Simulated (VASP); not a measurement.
TeRu: single point with PBEsol+U

Crystal: TeRu.

```
Ru Te
1.0
     3.79508    0.00000    0.00000
    -1.89754    3.28664    0.00000
     0.00000    0.00000    3.70381
Ru Te
1 1
Direct
  0.00000 0.00000 0.00000
  0.66667 0.33333 0.50000
```

The cell comes from a database or a generator and needn't be the stable form of this composition.

```
Program             : VASP 6.6.1
Task                : single point
Functional          : PBEsol
Potentials or basis : VASP PAW PBE potentials, release 64 (Ru_pv, Te)
Cutoff              : 520 eV
k mesh              : 6 × 6 × 5
Occupations         : gaussian, width 0.05 eV
Spin                : collinear spin, random start
Starting moments    : [0.22, 0.0] μB
Hubbard terms       : Ru d U = 4 eV
```

```json
{
  "Pressure": "-17.3 GPa",
  "Band gap on the k mesh": "none (metal or under the smearing width)",
  "Net moment": "0.00 μB per cell",
  "Valence electrons inside the program's atomic spheres": "Ru 12.48; Te 3.28"
}
```

Stress tensor (GPa, compression positive):
```
-15.41   0.00   0.00
  0.00 -15.41   0.00
  0.00   0.00 -21.20
```

Levels at points of the mesh, in eV from the Fermi level:
Spin up:
| k point | band 7 | band 8 | band 9 | band 10 | band 11 | band 12 | band 13 | band 14 |
| --- | --- | --- | --- | --- | --- | --- | --- | --- |
| (0.00, 0.00, 0.00) | -2.79 | -1.19 | -0.36 | -0.36 | 1.82 | 1.82 | 2.98 | 6.35 |
| (0.50, 0.00, 0.00) | -2.65 | -1.89 | -0.52 | -0.50 | -0.34 | 2.79 | 4.12 | 6.32 |
Spin down:
```csv
k point,band 7,band 8,band 9,band 10,band 11,band 12,band 13,band 14
"(0.00, 0.00, 0.00)",-2.78,-1.19,-0.36,-0.36,1.82,1.82,2.98,6.35
"(0.50, 0.00, 0.00)",-2.65,-1.89,-0.52,-0.50,-0.33,2.79,4.12,6.32
```

Eigenvalues of the final occupation matrices:
| site | spin | trace | eigenvalues |
| --- | --- | --- | --- |
| site 1 d | 1 | 3.11 | 0.42 0.42 0.72 0.72 0.84 |
| site 1 d | 2 | 3.11 | 0.42 0.42 0.72 0.72 0.84 |

It took 20 s on 1 thread of Intel(R) Xeon(R) Platinum 8488C (Sapphire Rapids) (shared host), peak memory 0.18 GiB.

Caveat: the PAW data sets were made with another functional, which shifts forces and pressure a little; the U is typed as a test and isn't derived for this compound. The state reached can hang on the start; a lower one may exist.
